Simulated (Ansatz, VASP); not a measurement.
## SnTe in two plane-wave programs

Wanted: the spread between two codes on one cell, functional and k mesh. The cell is taken from a series of runs on this material, whose earlier steps may have relaxed, scaled, displaced or heated it; both programs get it as it stands.

Program: Ansatz 0.2.0. Level of theory: plane waves, with VASP 6.6.1 beside it; zone-centre phonons at LDA. Results are calculated unless marked as measured.

### 1. Starting point

The structure is trigonal, space group R-3m (No. 166). Conventional cell: a = 4.497 Å, b = 4.497 Å, c = 10.579 Å, α = 90.00°, β = 90.00°, γ = 120.00°. Nearest to Sn lie 6 Te at 3.14 Å. Te has 6 Sn at 3.14 Å nearest. Farther neighbours and most contacts between anions are not listed.

### 2. Ansatz: zone-centre phonons, LDA

Ansatz runs on its PAW soft_1 files.

Second derivatives magnify differences that forces hide, and they need a tight electronic threshold.

input.yaml reads:

```yaml
crystal:
  lattice:
    - [-0.0842039955, 3.0959981372, 3.0959981372]
    - [3.0959981372, -0.0842039955, 3.0959981372]
    - [3.0959981372, 3.0959981372, -0.0842039955]
  atoms:
    - { symbol: Sn, position: [0.0, 0.0, 0.0] }
    - { symbol: Te, position: [0.5, 0.5, 0.5] }
kpoints:
  mp_grid: { grid: [12, 12, 12] }
hamiltonian:
  xc: lda
  pseudopotentials: { kind: paw, azcp: { folder: soft_1 }, xc_functional: pbe }
scf:
  occupations: { method: gaussian, width: 0.01 }
output:
  eigenvalues: true
phonons:
  method: dfpt
```

Command:

```bash
$ ansatz run input.yaml --threads 4 --pin off --max-ram 10240MiB --backend cpu --events-out ev --progress --plain --runs-dir out
```

Numbers of over 12 decimals in the logs are rounded to 6 here.

Log:

```text
Engine: ansatz 0.2.0, aarch64-unknown-linux-gnu
Pseudopotentials: kind: paw
Pseudopotential: Sn, paw, valence charge 14, recommended cutoff 420 eV (normal), soft_1/Sn.paw.azcp
Pseudopotential: Te, paw, valence charge 16, recommended cutoff 420 eV (normal), soft_1/Te.paw.azcp
Functional definition: SPW92
  exchange = slater_x
  correlation = pw_c
Crystal: 2 atoms, lattice volume = 61.772 Å³
Basis set: ecut = 420 eV, 1217 PW (Γ), exchange–correlation on 60×60×60 points (8 copies of the dense FFT grid, shifted against one another)
Bands: 19, of which v1, the nominal top of the filled ones, is band 15 counted from 1 (14 counted from 0)
Symmetry: 12 space group operations
k-points: 476 of 1728 (irreducible under 2 space group operations, time reversal used)
Non-local potential: Sn, projectors of the file, l = 0: 2, l = 1: 2, l = 2: 2, l = 3: 1
Non-local potential: Te, projectors of the file, l = 0: 2, l = 1: 2, l = 2: 2, l = 3: 1
PAW form: soft (Blöchl's): semilocal exchange-correlation on the pseudo side does not see the compensation charge
PAW frozen core: Sn, regenerated for the run's functional, and the local potential with it (the file was generated under x = pbe(κ = 0.804, μ = 0.219515), c = pbe(β = 0.066725))
PAW frozen core: Te, regenerated for the run's functional, and the local potential with it (the file was generated under x = pbe(κ = 0.804, μ = 0.219515), c = pbe(β = 0.066725))
PAW one-centre angular grid: Sn, 590 points (default); XC on 64 Gauss nodes
PAW one-centre angular grid: Te, 590 points (default); XC on 64 Gauss nodes
Initial density: superposition of atomic densities (chi_scale 0.1, normalization cell, long waves kept (reshape's long-wave potential 0.00 eV rms))
Initial wavefunctions: pseudopotential atomic-orbital guess
Functional: x = slater, c = lda
SCF iter   1: F=—  HF=-12707.415090 eV  |F-HF|=—  |Δ(HF+E_count)|=         —  Δρ=1.06e-2  dr2=7.76e-2  ethr=3.10e-3  ⟨swp⟩=7.7  Hψ=54906  notcnv=0
preconditioner: auto → none  [insulator: Δε(μ)=0.120 eV  Ē_g=8.747 eV  σ=0.010 eV  W_gap=0.67  n_scr=14 (ndim 8)  ℏωp=14.9 eV  f_vac=0.000  D(μ)=0.18/eV (n_scr^D=0)  ε∞_Penn≈3.9]
SCF iter   2: F=—  HF=-12707.401672 eV  |F-HF|=—  |Δ(HF+E_count)|=   1.34e-2  Δρ=5.06e-3  dr2=1.85e-2  ethr=2.59e-4  ⟨swp⟩=2.0  Hψ=14917  notcnv=0
SCF iter   3: F=—  HF=-12707.399763 eV  |F-HF|=—  |Δ(HF+E_count)|=   1.91e-3  Δρ=4.42e-4  dr2=5.34e-5  ethr=6.18e-5  ⟨swp⟩=3.2  Hψ=17447  notcnv=0
SCF iter   4: F=—  HF=-12707.399775 eV  |F-HF|=—  |Δ(HF+E_count)|=   1.19e-5  Δρ=7.57e-5  dr2=1.68e-6  ethr=1.78e-7  ⟨swp⟩=2.0  Hψ=17470  notcnv=0
SCF iter   5: F=—  HF=-12707.399775 eV  |F-HF|=—  |Δ(HF+E_count)|=   1.55e-7  Δρ=2.06e-5  dr2=1.90e-7  ethr=5.60e-9  ⟨swp⟩=2.5  Hψ=16042  notcnv=0
SCF iter   6: F=—  HF=-12707.399775 eV  |F-HF|=—  |Δ(HF+E_count)|=   6.98e-8  Δρ=2.96e-6  dr2=2.88e-9  ethr=6.33e-10  ⟨swp⟩=2.0  Hψ=13809  notcnv=0
SCF iter   7: F=—  HF=-12707.399775 eV  |F-HF|=—  |Δ(HF+E_count)|=   1.04e-9  Δρ=7.31e-7  dr2=2.76e-10  ethr=9.61e-12  ⟨swp⟩=2.0  Hψ=16185  notcnv=0
SCF iter   8: F=-12707.399775 eV  HF=-12707.399775 eV  |F-HF|=0.00e0  |Δ(HF+E_count)|=  1.96e-10  Δρ=7.89e-8  dr2=2.78e-12  ethr=1.00e-12  ⟨swp⟩=5.5  Hψ=54146  notcnv=0
SCF 1 converged in 8 iterations: F = -12707.399775 eV  dr2 = 2.78e-12
  greatest PAW one-centre occupation: 0.999 electrons in one spin orbital (limit 2), on the Te atom at site 1 (counted from 0), in its partial waves of l = 2
DFPT response loops at Γ: preconditioner auto → Kerker (q_TF=auto, 2.419 Å⁻¹) (partly filled bands, converged f_vac=0.006); β = 1.00, the filter's whole step (`scf.mixing.beta` (0.50) is not read by the response loops under this deck's `scf.mixing.preconditioner`; to damp them name `kerker` or `kerker_dos`, under which they read `scf.mixing.beta`, and type it under 1.00, their step now; both keys bind the ground state too); Broyden in place of MSR1
SCF converged after 8 iterations
Free energy (F): -12707.399775 eV
Harris-Foulkes:  -12707.399775 eV  (|F-HF|=0.00e0)
Internal energy: -12707.399766 eV  (E = F + TS)
E sigma→0 (E₀):  -12707.399770 eV
Entropy (-TS):   -0.000009 eV (-0.004 meV/atom)
Fermi energy:    9.521157 eV
--- Per-component energies (eV) ---
  E_band       = -355.815868
  E_kinetic    = 341.327272
  E_local      = -2672.704570  (includes V_loc(G=0)·N_el)
  E_nonlocal   = 221.304995
  E_hartree    = 1330.218117
  E_xc         = -247.381016
  E_vxc        = -184.035520  (∫ρ·V_xc dr)
  E_paw        = -8742.992135  (= ΣΔE_a)
  E_vpaw       = -722.144708  (= ΣTr[D̂ρ^β])
  E_aug_tail   = 0.000351  (compensation charges beyond the density's cutoff)
  E_ewald      = -2938.276311
  E_core_change = 1.103533  (= ΣΔE_core)
  E_smearing   = -0.000009  (= −TS)
  E_closure    = -0.000000  (closes the sum)
  Σ components = -12707.399775   (vs F -12707.399775, Δ=0.00e0)
--- Band table (eV; the first three rows and the last of 476) ---
  k-point 0: bands = [... 11 lower, 4.7433, 7.2890, 7.2890, 7.6598, 12.7991, 12.9251, 12.9251, 14.2036]
  k-point 1: bands = [... 11 lower, 4.3859, 7.3053, 7.5215, 7.6988, 12.4747, 12.5830, 12.6176, 14.2189]
  k-point 2: bands = [... 11 lower, 3.6097, 7.3564, 7.6468, 8.1034, 11.7952, 11.8737, 11.9819, 14.3079]
  k-point 475: bands = [... 11 lower, 1.2248, 7.6287, 7.6287, 9.2820, 9.3998, 9.7045, 9.7045, 17.4765]
--- Phonons (Γ-DFPT): 2 representative perturbations + reference, on 476 of 1728 k-points (Σ response iterations 6) ---
  k mesh reduced under 2 symmetry operations, with k and −k counted as one. Each operation leaves every solved perturbation unchanged. A smaller set is not used because it would not reduce the number of displacements times k-points to solve
  ASR residual: 3.083e-5 → 0.000e0 eV/Å²; symmetrization residual: 1.169e-6 eV/Å²
  ASR residual per site (eV/Å²): 2.98e-5 3.08e-5
  Γ frequencies (cm⁻¹): -26.28 -26.28 0.00 0.00 0.00 39.21
  non-analytic LO–TO correction: not included (Born effective charges unavailable; polar crystals: no LO–TO splitting at Γ)
```

In the SCF lines HF is the Harris–Foulkes energy and dr2 the Hartree energy of the density residual, in eV; the loop may stop once dr2 is under the threshold and the program's other checks hold. Hψ counts applications of the Hamiltonian.

### 3. VASP: zone-centre phonons, LDA

The same cell, functional (in two slightly different forms), mesh and smearing now go to VASP, with its own data sets.

Lines of VASP's logs that name or quote its potential files are left out, and so is its time.

INCAR reads:

```
SYSTEM = SnTe
PREC = Accurate
ENCUT = 500
EDIFF = 1E-08
NELM = 120
ISMEAR = 0
SIGMA = 0.01
LREAL = .FALSE.
ALGO = Normal
GGA = CA
NBANDS = 16
LORBIT = 11
LWAVE = .FALSE.
LCHARG = .FALSE.
ISIF = 2
IBRION = 8
LASPH = .TRUE.
GGA_COMPAT = .FALSE.
KPAR = 2
```

POSCAR reads:

```
SnTe
1.0
   -0.0842039955      3.0959981372      3.0959981372
    3.0959981372     -0.0842039955      3.0959981372
    3.0959981372      3.0959981372     -0.0842039955
Sn Te
1 1
Direct
    0.0000000000      0.0000000000      0.0000000000
    0.5000000000      0.5000000000      0.5000000000
```

KPOINTS reads:

```
Automatic mesh
0
Gamma
12 12 12
0 0 0
```

The projector-augmented-wave data sets are Sn_d and Te (LDA family, release 64).

Command:

```bash
$ mpirun -np 2 vasp_std
```

Log:

```text
[banner, memory and clock lines left out]
running    2 mpi-ranks, on    1 nodes
 distrk:  each k-point on    1 cores,    2 groups
 distr:  one band on    1 cores,    1 groups

 POSCAR found type information on POSCAR SnTe
 POSCAR found :  2 types and       2 ions
 LDA part: xc-table for (Slater(with rela. corr.)+CA(PZ))
 , standard interpolation
 POSCAR, INCAR and KPOINTS ok, starting setup
 FFT: planning ... GRIDC
 FFT: planning ... GRID_SOFT
 FFT: planning ... GRID
 WAVECAR not read
 entering main loop
       N       E                     dE             d eps       ncg     rms          rms(c)
DAV:   1     0.121953395891E+03    0.12195E+03   -0.94893E+03  6152   0.141E+03
DAV:   2     0.154977487965E+01   -0.12040E+03   -0.11766E+03  6680   0.348E+02
DAV:   3    -0.859593627557E+01   -0.10146E+02   -0.10089E+02  7584   0.884E+01
DAV:   4    -0.887268457114E+01   -0.27675E+00   -0.27669E+00  7424   0.159E+01
DAV:   5    -0.888491501215E+01   -0.12230E-01   -0.12230E-01  8936   0.310E+00    0.470E+00
DAV:   6    -0.882794580080E+01    0.56969E-01   -0.12294E-01  8760   0.250E+00    0.296E+00
DAV:   7    -0.882345697001E+01    0.44888E-02   -0.41543E-02  8056   0.108E+00    0.734E-01
DAV:   8    -0.882257778651E+01    0.87918E-03   -0.64525E-03  7648   0.658E-01    0.138E-01
DAV:   9    -0.882260110956E+01   -0.23323E-04   -0.59570E-04  8872   0.218E-01    0.453E-02
DAV:  10    -0.882258325718E+01    0.17852E-04   -0.56751E-05  7936   0.647E-02    0.251E-02
DAV:  11    -0.882258227553E+01    0.98165E-06   -0.28295E-05  8152   0.397E-02    0.193E-02
DAV:  12    -0.882258199596E+01    0.27957E-06   -0.25043E-06  7552   0.107E-02    0.117E-02
DAV:  13    -0.882258197825E+01    0.17711E-07   -0.12437E-07  8056   0.212E-03    0.715E-03
DAV:  14    -0.882258193957E+01    0.38684E-07   -0.10269E-07  7960   0.381E-03    0.280E-03
DAV:  15    -0.882258193892E+01    0.65211E-09   -0.23441E-08  6944   0.705E-04
   1 F= -.88225819E+01 E0= -.88225775E+01  d E =-.892722E-05
 Linear response reoptimize wavefunctions to high precision
DAV:   1    -0.882258193870E+01    0.21328E-09   -0.12145E-09  4888   0.265E-04
DAV:   2    -0.882258193869E+01    0.10914E-10   -0.16477E-10  4064   0.917E-05
 Linear response DOF=           2
 Linear response progress:
  Degree of freedom:   1/  2
       N       E                     dE             d eps       ncg     rms          rms(c)
RMM:   1    -0.217768040851E+00   -0.21777E+00    0.32196E-01 18413   0.106E+01
RMM:   2    -0.223118420728E+00   -0.53504E-02   -0.12072E-02 27076   0.879E-01    0.820E-02
RMM:   3    -0.222977216688E+00    0.14120E-03   -0.95248E-04 29903   0.246E-01    0.432E-02
RMM:   4    -0.222714611024E+00    0.26261E-03   -0.85036E-05 29879   0.737E-02    0.829E-03
RMM:   5    -0.222710115076E+00    0.44959E-05   -0.76092E-06 30835   0.226E-02    0.389E-03
RMM:   6    -0.222715560019E+00   -0.54449E-05   -0.11911E-06 30569   0.782E-03    0.140E-03
RMM:   7    -0.222716085916E+00   -0.52590E-06   -0.25325E-07 31224   0.305E-03    0.777E-04
RMM:   8    -0.222713875492E+00    0.22104E-05    0.17480E-07 30337   0.135E-03    0.132E-04
RMM:   9    -0.222713789697E+00    0.85795E-07    0.28606E-07 31988   0.613E-04    0.224E-04
RMM:  10    -0.222713676703E+00    0.11299E-06    0.37890E-07 32124   0.300E-04    0.203E-04
RMM:  11    -0.222713717500E+00   -0.40797E-07    0.39480E-07 32956   0.161E-04    0.360E-04
RMM:  12    -0.222713383791E+00    0.33371E-06    0.20254E-07 29998   0.107E-04    0.994E-05
RMM:  13    -0.222713273621E+00    0.11017E-06    0.96054E-08 32030   0.642E-05    0.165E-05
RMM:  14    -0.222713239147E+00    0.34474E-07    0.41920E-08 32240   0.412E-05    0.311E-06
RMM:  15    -0.222713196044E+00    0.43103E-07    0.23656E-08 30963   0.324E-05    0.936E-06
RMM:  16    -0.222713195510E+00    0.53404E-09    0.89265E-09 29262   0.263E-05    0.333E-06
 first order change of Fermi-energy   0.12156E-03
 force on displaced ion       1 direction 1 :  -0.086  -0.153  -0.153
 Linear response progress:
  Degree of freedom:   2/  2
       N       E                     dE             d eps       ncg     rms          rms(c)
RMM:   1    -0.480499141528E-01   -0.48050E-01    0.63970E-02 33166   0.874E-01
RMM:   2    -0.485171092471E-01   -0.46720E-03   -0.20263E-03 28768   0.219E-01    0.657E-02
RMM:   3    -0.486648866408E-01   -0.14778E-03   -0.16321E-04 29134   0.627E-02    0.480E-02
RMM:   4    -0.488886247155E-01   -0.22374E-03   -0.25128E-05 28756   0.311E-02    0.575E-03
RMM:   5    -0.488971799811E-01   -0.85553E-05   -0.10001E-06 29761   0.749E-03    0.297E-03
RMM:   6    -0.488978750416E-01   -0.69506E-06   -0.94677E-08 29181   0.216E-03    0.712E-04
RMM:   7    -0.488961366314E-01    0.17384E-05   -0.47533E-09 30010   0.461E-04    0.120E-04
RMM:   8    -0.488963566213E-01   -0.21999E-06   -0.25105E-08 28754   0.156E-04    0.389E-05
RMM:   9    -0.488963432375E-01    0.13384E-07    0.17863E-07 31613   0.536E-05    0.193E-05
RMM:  10    -0.488963721492E-01   -0.28912E-07    0.36520E-07 31877   0.192E-05    0.306E-06
RMM:  11    -0.488963513107E-01    0.20839E-07    0.19167E-08 29640   0.105E-05    0.936E-07
RMM:  12    -0.488963512240E-01    0.86640E-10   -0.79412E-09 22260   0.816E-06    0.437E-07
 first order change of Fermi-energy  -0.46974E-04
 force on displaced ion       2 direction 1 :  -0.078  -0.165  -0.165
 Linear response finished
```

OUTCAR, selected parts (step 3):

```text
ion  position               nearest neighbor table
   1  0.000  0.000  0.000-   2 3.14   2 3.14   2 3.14   2 3.14   2 3.14   2 3.14
   2  0.500  0.500  0.500-   1 3.14   1 3.14   1 3.14   1 3.14   1 3.14   1 3.14

  LATTYP: Found a trigonal (rhomboedric) cell.
 ALAT       =     4.3792121716
 COS(alpha) =     0.4726275060

 Subroutine GETGRP returns: Found 12 space group operations
 (whereof 12 operations were pure point group operations)

The static configuration has the point symmetry D_3d.

 Found    189 irreducible k-points:

   k-points           NKPTS =    189   k-points in BZ     NKDIM =    189   number of bands    NBANDS=     16

   dimension x,y,z NGX =    32 NGY =   32 NGZ =   32
   dimension x,y,z NGXF=    64 NGYF=   64 NGZF=   64

   ENCUT  =  500.0 eV  36.75 Ry    6.06 a.u.   7.98  7.98  7.98*2*pi/ulx,y,z

   NELECT =      20.0000    total number of electrons

 k-points in reciprocal lattice and weights: Automatic mesh
   0.00000000  0.00000000  0.00000000       0.001
   0.08333333  0.00000000 -0.00000000       0.003
   0.16666667  0.00000000  0.00000000       0.003
   0.25000000  0.00000000  0.00000000       0.003
   0.33333333  0.00000000  0.00000000       0.003
   0.41666667 -0.00000000 -0.00000000       0.003
   0.50000000  0.00000000  0.00000000       0.002
   0.08333333  0.08333333  0.00000000       0.003
   0.16666667  0.08333333  0.00000000       0.007
[...]
-0.41666667  0.50000000  0.41666667       0.003
   0.50000000  0.50000000  0.50000000       0.001

 average (electrostatic) potential at core
       1-100.2727       2 -88.5830

  Total       -0.3357354     -0.3357354     -0.3357354      0.1776011      0.1776011      0.1776011
  in kB       -8.7079117     -8.7079117     -8.7079117      4.6064099      4.6064099      4.6064099
  external PRESSURE =      -8.7079117 kB  Pullay stress =       0.0000000 kB

  energy-cutoff  :      500.00
  volume of cell :       61.77
      direct lattice vectors                 reciprocal lattice vectors
    -0.084203996  3.095998137  3.095998137    -0.155055188  0.159390234  0.159390234
     3.095998137 -0.084203996  3.095998137     0.159390234 -0.155055188  0.159390234
     3.095998137  3.095998137 -0.084203996     0.159390234  0.159390234 -0.155055188

 POSITION                                       TOTAL-FORCE (eV/Angst)
 -----------------------------------------------------------------------------------
      0.00000      0.00000      0.00000         0.000000     -0.000000      0.000000
      3.05390      3.05390      3.05390        -0.000000      0.000000     -0.000000
 -----------------------------------------------------------------------------------
    total drift:                                0.000000     -0.000000     -0.000000

 Eigenvectors and eigenvalues of the dynamical matrix
 ----------------------------------------------------

   1 f  =    1.260857 THz     7.922197 2PiTHz   42.057658 cm-1     5.214483 meV
             X         Y         Z           dx          dy          dz
      0.000000  0.000000  0.000000     0.411594    0.411594    0.411594
      3.053896  3.053896  3.053896    -0.404875   -0.404875   -0.404875

   2 f  =    0.035057 THz     0.220273 2PiTHz    1.169392 cm-1     0.144986 meV
             X         Y         Z           dx          dy          dz
      0.000000  0.000000  0.000000    -0.597660    0.367981    0.229679
      3.053896  3.053896  3.053896    -0.545691    0.335983    0.209707

   3 f  =    0.035057 THz     0.220273 2PiTHz    1.169392 cm-1     0.144986 meV
             X         Y         Z           dx          dy          dz
      0.000000  0.000000  0.000000     0.079849    0.477664   -0.557513
      3.053896  3.053896  3.053896     0.072905    0.436129   -0.509035

   4 f/i=    0.012384 THz     0.077810 2PiTHz    0.413081 cm-1     0.051216 meV
             X         Y         Z           dx          dy          dz
      0.000000  0.000000  0.000000     0.404875    0.404875    0.404875
      3.053896  3.053896  3.053896     0.411594    0.411594    0.411594

   5 f/i=    0.551583 THz     3.465698 2PiTHz   18.398827 cm-1     2.281163 meV
             X         Y         Z           dx          dy          dz
      0.000000  0.000000  0.000000     0.540538   -0.360736   -0.179801
      3.053896  3.053896  3.053896    -0.592016    0.395091    0.196925

   6 f/i=    0.551583 THz     3.465698 2PiTHz   18.398827 cm-1     2.281163 meV
             X         Y         Z           dx          dy          dz
      0.000000  0.000000  0.000000     0.104463    0.415888   -0.520351
      3.053896  3.053896  3.053896    -0.114412   -0.455495    0.569907

 ELASTIC MODULI CONTR FROM IONIC RELAXATION (kBar)
 Direction    XX          YY          ZZ          XY          YZ          ZX
 --------------------------------------------------------------------------------
 XX           0.0000      0.0000      0.0000      0.0000      0.0000      0.0000
 YY           0.0000      0.0000      0.0000      0.0000      0.0000      0.0000
 ZZ           0.0000      0.0000      0.0000      0.0000      0.0000      0.0000
 XY           0.0000      0.0000      0.0000      0.0000      0.0000      0.0000
 YZ           0.0000      0.0000      0.0000      0.0000      0.0000      0.0000
 ZX           0.0000      0.0000      0.0000      0.0000      0.0000      0.0000
 --------------------------------------------------------------------------------
```

### 4. Differences

Known differences besides the potentials themselves: the two LDA forms differ slightly; the data sets hold 30 valence electrons in Ansatz (on its PAW soft_1 files) and 20 in VASP; the cutoff is 420 eV in Ansatz and 500 eV in VASP; VASP's log shows a relativistic correction to its local exchange, Ansatz's none. Total energies have different zeros and are not compared.

Compared:

| quantity | Ansatz | VASP | difference |
| --- | --- | --- | --- |
| optical mode 1 to 2 (imaginary, printed as negative) (cm⁻¹) | -26.3 | -18.4 | -7.9 |
| optical mode 3 (cm⁻¹) | 39.2 | 42.1 | -2.8 |

Modes are paired by rising frequency, not by their patterns, so a pair may set unlike modes beside each other; they are those without the splitting of longitudinal modes.

### 5. What came out

```
r.m.s. difference of the optical zone-centre modes, each program's sorted by frequency (zone-centre phonons, LDA) : 6.6 cm⁻¹
```

In words: The r.m.s. difference of the optical zone-centre modes, each program's sorted by frequency is 6.6 cm⁻¹ (zone-centre phonons, LDA). The data sets hold unlike numbers of valence electrons (30 in Ansatz and 20 in VASP), so part of the differences comes from the potentials. What causes the difference of the zone-centre phonons, LDA pair stays open here. How closely two codes agree says nothing of how well the functional describes the real material.

[Lines on the potential files, build, host, timing and source positions are cut from VASP's logs without a mark.]

[Logs are printed without paths, hosts, clocks, repeated set-up lines and the standing remarks that a program may print on its own settings, such as how far it seeks lower states.]

[Hosts, paths, dates, database ids (printed as entryN), source tags and the programs' standing remarks are cut or masked in the printed files.]
